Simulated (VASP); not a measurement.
A VASP calculation is set up with these files.

**KPOINTS**
```
Automatic mesh
0
Gamma
7 7 7
0 0 0
```

POSCAR:
```
RbCl
5.24650
  0.0000000000   0.7071068113   0.7071068113
  0.7071068113   0.0000000000   0.7071068113
  0.7071068113   0.7071068113   0.0000000000
Rb Cl
1 1
Direct
  0.0000000000   0.0000000000   0.0000000000
  0.2500000000   0.2500000000   0.2500000000
```

### INCAR
```
! general
SYSTEM   =  RbCl
PREC     =  Accurate
ENCUT    =  400   ! plane-wave cut-off (eV)
LREAL    =  F
LASPH    =  T

! electronic loop
EDIFF    =  1E-7   ! SCF stop (eV)
NELM     =  100   ! most electronic steps
ALGO     =  Normal
LMAXMIX  =  4

! smearing
ISMEAR   =  -5

! functional
GGA      =  PE

! ions
ISIF     =  2   ! forces and stress, cell fixed

! output
LWAVE    =  F
LCHARG   =  T
LORBIT   =  11   ! lm-projected
NEDOS    =  601   ! DOS grid
```

POTCAR, in this order: Rb_sv Cl (PBE.64 set). Program: vasp_std.

Question: Translate this PBE calculation to Ansatz.

Answer: One equivalent input (not run):
Ansatz 0.2 input:
```yaml
crystal:
  lattice:
    - [0.0000000, 3.7098359, 3.7098359]
    - [3.7098359, 0.0000000, 3.7098359]
    - [3.7098359, 3.7098359, 0.0000000]
  atoms:
    - { symbol: Rb, position: [0.0000000, 0.0000000, 0.0000000] }
    - { symbol: Cl, position: [0.2500000, 0.2500000, 0.2500000] }
kpoints:
  mp_grid: { grid: [7, 7, 7] }
hamiltonian:
  xc: pbe
  pseudopotentials: { kind: paw }
scf:
  occupations: { method: tetrahedron }
  max_iter: 100
output: { forces: true, stress: true, eigenvalues: true }
```
Limits of the translation: each code has its own PAW files, so the cut-off isn't converted (ENCUT is set for VASP's; basis.ecutwfc is left out, and Ansatz then takes the one that its files recommend); Ansatz stops its SCF on the density residual and VASP on the energy change (EDIFF).

The structure was generated: RbCl was put into the zinc blende type (F-43m), which need not be its known phase. It was relaxed first.
